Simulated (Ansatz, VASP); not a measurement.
# TiB2: VASP beside Ansatz, part 2 of 2

Wanted: the spread between two codes on one cell, functional and k mesh. The structure shown comes from an earlier Ansatz run, which isn't shown and may have moved the atoms alone.

VASP 6.6.1 and Ansatz 0.2.0.

So far: The structure; Ansatz: elastic constants, LDA.

**3. VASP: elastic constants, LDA**

Level of this step: LDA; plane waves and PAW (Ti_sv, B) (VASP).

The same cell, functional (in two slightly different forms), mesh and smearing now go to VASP, with its own data sets.

Lines of VASP's logs that name or quote its potential files are left out, and so is its time.

INCAR

```
SYSTEM = TiB2
PREC = Accurate
ENCUT = 500
EDIFF = 1E-08
NELM = 120
ISMEAR = 1
SIGMA = 0.25
LREAL = .FALSE.
ALGO = Normal
GGA = CA
NBANDS = 15
LASPH = .TRUE.
LORBIT = 11
LWAVE = .FALSE.
LCHARG = .FALSE.
ISIF = 3
IBRION = 6
NFREE = 2
POTIM = 0.015
NSW = 1
GGA_COMPAT = .FALSE.
KPAR = 2
```

POSCAR

```
TiB2
1.0
    2.9945232757      0.0000000000      0.0000000000
   -1.4972616378      2.5933332290      0.0000000000
    0.0000000000      0.0000000000      3.1595544069
Ti B
1 2
Direct
    0.0000000000      0.0000000000      0.0000000000
    0.3333333333      0.6666666667      0.5000000000
    0.6666666667      0.3333333333      0.5000000000
```

KPOINTS

```
Automatic mesh
0
Gamma
4 4 4
0 0 0
```

Potentials, in the order of the species: Ti_sv and B (LDA family, release 64).

On the command line:

```bash
mpirun -np 2 vasp_std
```

Numbers of over 12 decimals in the logs are rounded to 6 here.

The program printed:

```text
[banner, memory and clock lines left out]
running    2 mpi-ranks, on    1 nodes
 distrk:  each k-point on    1 cores,    2 groups
 distr:  one band on    1 cores,    1 groups

 POSCAR found type information on POSCAR TiB
 POSCAR found :  2 types and       3 ions
 LDA part: xc-table for (Slater(with rela. corr.)+CA(PZ))
 , standard interpolation
 POSCAR, INCAR and KPOINTS ok, starting setup
 FFT: planning ... GRIDC
 FFT: planning ... GRID_SOFT
 FFT: planning ... GRID
 WAVECAR not read
 entering main loop
       N       E                     dE             d eps       ncg     rms          rms(c)
DAV:   1     0.119513037448E+03    0.11951E+03   -0.90012E+03   360   0.133E+03
DAV:   2    -0.239867963882E+02   -0.14350E+03   -0.13967E+03   374   0.349E+02
DAV:   3    -0.320923338768E+02   -0.81055E+01   -0.80414E+01   506   0.821E+01
DAV:   4    -0.323093636980E+02   -0.21703E+00   -0.21690E+00   447   0.123E+01
DAV:   5    -0.323171964352E+02   -0.78327E-02   -0.78326E-02   529   0.179E+00    0.174E+01
DAV:   6    -0.269032384614E+02    0.54140E+01   -0.22348E+01   470   0.533E+01    0.378E+00
DAV:   7    -0.268991656872E+02    0.40728E-02   -0.13207E+00   388   0.134E+01    0.351E+00
DAV:   8    -0.268974625376E+02    0.17031E-02   -0.82321E-02   540   0.241E+00    0.967E-01
DAV:   9    -0.268979892668E+02   -0.52673E-03   -0.31455E-02   439   0.248E+00    0.256E-01
DAV:  10    -0.268974931426E+02    0.49612E-03   -0.37951E-03   507   0.782E-01    0.720E-02
DAV:  11    -0.268974711754E+02    0.21967E-04   -0.29890E-04   412   0.179E-01    0.757E-02
DAV:  12    -0.268974575213E+02    0.13654E-04   -0.82610E-05   454   0.118E-01    0.866E-03
DAV:  13    -0.268974571336E+02    0.38767E-06   -0.42861E-06   409   0.207E-02    0.489E-03
DAV:  14    -0.268974573271E+02   -0.19353E-06   -0.61330E-07   416   0.788E-03    0.161E-03
DAV:  15    -0.268974572975E+02    0.29672E-07   -0.15178E-07   560   0.304E-03    0.417E-04
DAV:  16    -0.268974572957E+02    0.17872E-08   -0.37215E-09   208   0.627E-04
   1 F= -.26897457E+02 E0= -.26897622E+02  d E =0.493380E-03
[... from here on, the cycles between the ionic steps are left out ...]
   2 F= -.26886355E+02 E0= -.26886765E+02  d E =0.123001E-02
   3 F= -.26883029E+02 E0= -.26882965E+02  d E =-.191396E-03
  12 F= -.26892771E+02 E0= -.26892902E+02  d E =0.393702E-03
  13 F= -.26892771E+02 E0= -.26892902E+02  d E =0.393703E-03
  14 F= -.26895581E+02 E0= -.26895780E+02  d E =0.595637E-03
  15 F= -.26895581E+02 E0= -.26895780E+02  d E =0.595635E-03
  16 F= -.26895911E+02 E0= -.26896089E+02  d E =0.534881E-03
  17 F= -.26895911E+02 E0= -.26896089E+02  d E =0.534885E-03
  18 F= -.26894871E+02 E0= -.26895097E+02  d E =0.677357E-03
  19 F= -.26894871E+02 E0= -.26895097E+02  d E =0.677323E-03
  20 F= -.26896438E+02 E0= -.26896594E+02  d E =0.470260E-03
 Finite differences progress:
  Degree of freedom:  10/ 10
  Displacement:        1/  2
  Total:              19/ 20
 bond charge predicted
       N       E                     dE             d eps       ncg     rms          rms(c)
DAV:   1    -0.268982614744E+02   -0.18238E-02   -0.77036E-01   390   0.496E+00    0.213E-01
DAV:   2    -0.268968645592E+02    0.13969E-02   -0.73355E-03   474   0.751E-01    0.105E-01
DAV:   3    -0.268964335700E+02    0.43099E-03   -0.12045E-03   474   0.231E-01    0.209E-02
DAV:   4    -0.268964377460E+02   -0.41760E-05   -0.11621E-04   411   0.121E-01    0.826E-03
DAV:   5    -0.268964377135E+02    0.32504E-07   -0.28135E-06   495   0.171E-02    0.364E-03
DAV:   6    -0.268964377212E+02   -0.77005E-08   -0.17075E-07   453   0.596E-03    0.127E-03
DAV:   7    -0.268964377200E+02    0.12242E-08   -0.18582E-08   443   0.203E-03
  21 F= -.26896438E+02 E0= -.26896594E+02  d E =0.470268E-03
 Finite differences progress:
  Degree of freedom:  10/ 10
  Displacement:        2/  2
  Total:              20/ 20
```

OUTCAR, selected parts (step 3):

```text
ion  position               nearest neighbor table
   1  0.000  0.000  0.000-   2 2.34   3 2.34   2 2.34   3 2.34   2 2.34   2 2.34   3 2.34   3 2.34
                             3 2.34   3 2.34   2 2.34   2 2.34
   2  0.333  0.667  0.500-   3 1.73   3 1.73   3 1.73   1 2.34   1 2.34   1 2.34   1 2.34   1 2.34
                             1 2.34
   3  0.667  0.333  0.500-   2 1.73   2 1.73   2 1.73   1 2.34   1 2.34   1 2.34   1 2.34   1 2.34
                             1 2.34

  LATTYP: Found a hexagonal cell.
 ALAT       =     2.9945232757
 C/A-ratio  =     1.0551109863

 Subroutine GETGRP returns: Found 24 space group operations
 (whereof 24 operations were pure point group operations)

The static configuration has the point symmetry D_6h.

 Found     12 irreducible k-points:

   k-points           NKPTS =     12   k-points in BZ     NKDIM =     12   number of bands    NBANDS=     15

   dimension x,y,z NGX =    24 NGY =   24 NGZ =   24
   dimension x,y,z NGXF=    48 NGYF=   48 NGZF=   48

   ENCUT  =  500.0 eV  36.75 Ry    6.06 a.u.   5.46  5.46  5.76*2*pi/ulx,y,z

   NELECT =      18.0000    total number of electrons

 k-points in reciprocal lattice and weights: Automatic mesh
   0.00000000  0.00000000  0.00000000       0.016
   0.25000000  0.00000000  0.00000000       0.094
   0.50000000  0.00000000  0.00000000       0.047
   0.25000000  0.25000000  0.00000000       0.094
   0.00000000  0.00000000  0.25000000       0.031
   0.25000000  0.00000000  0.25000000       0.188
   0.50000000  0.00000000  0.25000000       0.094
   0.25000000  0.25000000  0.25000000       0.188
   0.00000000  0.00000000  0.50000000       0.016
   0.25000000  0.00000000  0.50000000       0.094
   0.50000000  0.00000000  0.50000000       0.047
   0.25000000  0.25000000  0.50000000       0.094

 average (electrostatic) potential at core
       1 -70.2742       2 -26.9067       3 -26.9066

 E-fermi :  10.5769

 k-point     1 :       0.0000    0.0000    0.0000
  band No.  band energies     occupation
    ...
      5      -3.0725      2.00000
      6       7.6800      2.00000
      7       7.6800      2.00000
      8       8.1861      2.00000
      9       8.3146      2.00000
     10      12.4239     -0.00000
     11      12.4239     -0.00000
     12      14.3277     -0.00000
     13      14.3277     -0.00000
     14      16.3770      0.00000
    ...

 k-point     2 :       0.2500    0.0000    0.0000
  band No.  band energies     occupation
    ...
      5      -1.8898      2.00000
      6       5.1218      2.00000
      7       7.4924      2.00000
      8       7.5607      2.00000
      9       8.4819      2.00000
     10      12.1245     -0.00000
     11      12.6457     -0.00000
     12      13.0321     -0.00000
     13      13.9486     -0.00000
     14      18.0443      0.00000
    ...

 k-point     3 :       0.5000    0.0000    0.0000
  band No.  band energies     occupation
    ...
      5       0.9840      2.00000
      6       1.3408      2.00000
      7       7.1507      2.00000
      8       7.1628      2.00000
      9       8.0291      2.00000
     10      11.8458     -0.00000
     11      13.2575     -0.00000
     12      13.8014     -0.00000
     13      14.0230     -0.00000
     14      18.2273      0.00000
    ...

  Total        0.0904471      0.0904471      0.0899344      0.0000000      0.0000000      0.0000000
  in kB        5.9059977      5.9059977      5.8725193      0.0000000      0.0000000      0.0000000
  external PRESSURE =       5.8948382 kB  Pullay stress =       0.0000000 kB

  energy-cutoff  :      500.00
  volume of cell :       24.54
      direct lattice vectors                 reciprocal lattice vectors
     2.994523276  0.000000000  0.000000000     0.333942971  0.192802064  0.000000000
    -1.497261638  2.593333229  0.000000000     0.000000000  0.385604129  0.000000000
     0.000000000  0.000000000  3.159554407     0.000000000  0.000000000  0.316500326

 POSITION                                       TOTAL-FORCE (eV/Angst)
 -----------------------------------------------------------------------------------
      0.00000      0.00000      0.00000        -0.000000     -0.000000     -0.103121
     -0.00000      1.72889      1.56478         0.000000      0.000000      0.136197
      1.49726      0.86444      1.57978        -0.000000     -0.000000     -0.033076
 -----------------------------------------------------------------------------------
    total drift:                                0.000000      0.000000     -0.000113

  FREE ENERGIE OF THE ION-ELECTRON SYSTEM (eV)
  ---------------------------------------------------
  free  energy   TOTEN  =       -26.8964377200 eV

  energy  without entropy=      -26.8969079875  energy(sigma->0) =      -26.89659448

  SYMMETRIZED ELASTIC MODULI (kBar)
 Direction    XX          YY          ZZ          XY          YZ          ZX
 --------------------------------------------------------------------------------
 XX        7399.3805    738.3947    891.3818      0.0000     -0.0000      0.0000
 YY         738.3947   7399.3805    891.3818      0.0000      0.0000     -0.0000
 ZZ         891.3818    891.3818   5616.6307      0.0000      0.0000      0.0000
 XY           0.0000      0.0000      0.0000   3330.4929      0.0000      0.0000
 YZ          -0.0000      0.0000      0.0000      0.0000   2715.4235      0.0000
 ZX           0.0000      0.0000      0.0000     -0.0000      0.0000   2715.4235
 --------------------------------------------------------------------------------

 Eigenvectors and eigenvalues of the dynamical matrix
 ----------------------------------------------------

   1 f  =   29.178388 THz   183.333220 2PiTHz  973.286265 cm-1   120.672063 meV
             X         Y         Z           dx          dy          dz
      0.000000  0.000000  0.000000    -0.000000    0.000000   -0.000000
     -0.000000  1.728889  1.579777    -0.396386   -0.585558    0.000000
      1.497262  0.864444  1.579777     0.396386    0.585558    0.000000

   2 f  =   29.178388 THz   183.333220 2PiTHz  973.286265 cm-1   120.672063 meV
             X         Y         Z           dx          dy          dz
      0.000000  0.000000  0.000000    -0.000000    0.000000    0.000000
     -0.000000  1.728889  1.579777    -0.585558    0.396386   -0.000000
      1.497262  0.864444  1.579777     0.585558   -0.396386   -0.000000

   3 f  =   16.544243 THz   103.950547 2PiTHz  551.856559 cm-1    68.421462 meV
             X         Y         Z           dx          dy          dz
      0.000000  0.000000  0.000000     0.312644    0.461850   -0.000000
     -0.000000  1.728889  1.579777    -0.329012   -0.486030    0.000000
      1.497262  0.864444  1.579777    -0.329012   -0.486030   -0.000000

   4 f  =   16.544243 THz   103.950547 2PiTHz  551.856559 cm-1    68.421462 meV
             X         Y         Z           dx          dy          dz
      0.000000  0.000000  0.000000    -0.461850    0.312644    0.000000
     -0.000000  1.728889  1.579777     0.486030   -0.329012   -0.000000
      1.497262  0.864444  1.579777     0.486030   -0.329012    0.000000

   5 f  =   15.970583 THz   100.346130 2PiTHz  532.721296 cm-1    66.048993 meV
             X         Y         Z           dx          dy          dz
      0.000000  0.000000  0.000000     0.000000    0.000000    0.000000
     -0.000000  1.728889  1.579777    -0.000000   -0.000000   -0.707107
      1.497262  0.864444  1.579777    -0.000000   -0.000000    0.707107

   6 f  =   15.027563 THz    94.420961 2PiTHz  501.265537 cm-1    62.148978 meV
             X         Y         Z           dx          dy          dz
      0.000000  0.000000  0.000000     0.000000   -0.000000    0.558396
     -0.000000  1.728889  1.579777    -0.000000    0.000000   -0.586598
      1.497262  0.864444  1.579777    -0.000000    0.000000   -0.586598

   7 f/i=    0.000842 THz     0.005291 2PiTHz    0.028088 cm-1     0.003482 meV
             X         Y         Z           dx          dy          dz
      0.000000  0.000000  0.000000    -0.754841    0.345200   -0.000000
     -0.000000  1.728889  1.579777    -0.358644    0.164013   -0.000000
      1.497262  0.864444  1.579777    -0.358644    0.164013   -0.000000

   8 f/i=    0.000842 THz     0.005291 2PiTHz    0.028088 cm-1     0.003482 meV
             X         Y         Z           dx          dy          dz
      0.000000  0.000000  0.000000    -0.345200   -0.754841    0.000000
     -0.000000  1.728889  1.579777    -0.164013   -0.358644    0.000000
      1.497262  0.864444  1.579777    -0.164013   -0.358644    0.000000

   9 f/i=    0.011473 THz     0.072088 2PiTHz    0.382703 cm-1     0.047449 meV
             X         Y         Z           dx          dy          dz
      0.000000  0.000000  0.000000     0.000000   -0.000000   -0.829575
     -0.000000  1.728889  1.579777     0.000000   -0.000000   -0.394846
      1.497262  0.864444  1.579777     0.000000   -0.000000   -0.394846

 ELASTIC MODULI CONTR FROM IONIC RELAXATION (kBar)
 Direction    XX          YY          ZZ          XY          YZ          ZX
 --------------------------------------------------------------------------------
 XX         -82.4396     82.4396      0.0000     -0.0000      0.0000     -0.0000
 YY          82.4396    -82.4396     -0.0000     -0.0000      0.0000      0.0000
 ZZ           0.0000     -0.0000     -0.0000     -0.0000      0.0000     -0.0000
 XY          -0.0000     -0.0000     -0.0000    -82.4396      0.0000     -0.0000
 YZ           0.0000      0.0000      0.0000      0.0000      0.0000      0.0000
 ZX          -0.0000      0.0000     -0.0000     -0.0000      0.0000     -0.0000
 --------------------------------------------------------------------------------

 TOTAL ELASTIC MODULI (kBar)
 Direction    XX          YY          ZZ          XY          YZ          ZX
 --------------------------------------------------------------------------------
 XX        7316.9409    820.8343    891.3818      0.0000     -0.0000     -0.0000
 YY         820.8343   7316.9409    891.3818      0.0000      0.0000     -0.0000
 ZZ         891.3818    891.3818   5616.6307      0.0000      0.0000     -0.0000
 XY           0.0000      0.0000      0.0000   3248.0533      0.0000      0.0000
 YZ          -0.0000      0.0000      0.0000      0.0000   2715.4235      0.0000
 ZX          -0.0000      0.0000     -0.0000     -0.0000      0.0000   2715.4235
 --------------------------------------------------------------------------------

 total charge
# of ion       s       p       d       tot
------------------------------------------
    1        2.187   6.236   2.112  10.535
    2        0.690   1.377   0.000   2.067
    3        0.690   1.377   0.000   2.067
--------------------------------------------------
tot          3.568   8.990   2.112  14.669

[... 3 further parts left out ...]
```

The k-mesh is coarse for a metal.

Levels, forces or a CONTCAR printed for this step are those of its last displaced cell, not of the structure at rest.

**4. Differences**

Known differences besides the potentials themselves: the two LDA forms differ slightly; the cutoff is 420 eV in Ansatz and 500 eV in VASP; VASP's log shows a relativistic correction to its local exchange, Ansatz's none; VASP takes each elastic constant from one size of strain, Ansatz from those that its log lists. Total energies have different zeros and are not compared.

The two programs side by side:

```csv
quantity,Ansatz,VASP,difference
C11 (GPa),729.1,731.7,-0.35 %
C22 (GPa),729.1,731.7,-0.35 %
C33 (GPa),566.0,561.7,+0.77 %
C12 (GPa),80.6,82.1,-1.76 %
C13 (GPa),88.1,89.1,-1.15 %
C23 (GPa),88.1,89.1,-1.15 %
C44 (GPa),270.6,271.5,-0.33 %
C55 (GPa),270.6,271.5,-0.33 %
C66 (GPa),324.2,324.8,-0.18 %
```

**5. Summary of results**

```
difference in C12 (elastic constants, LDA) : -1.8 %
```

**Reading.** The difference in C12 is -1.8 % (elastic constants, LDA), within the 5 % picked in this series as the mark of a large difference. How closely two codes agree says nothing of how well the functional describes the real material.

[Lines on the potential files, build, host, timing and source positions are cut from VASP's logs without a mark.]

[Logs are printed without paths, hosts, clocks, repeated set-up lines and the standing remarks that a program may print on its own settings, such as how far it seeks lower states.]

[Hosts, paths, dates, database ids (printed as entryN), source tags and the programs' standing remarks are cut or masked in the printed files.]
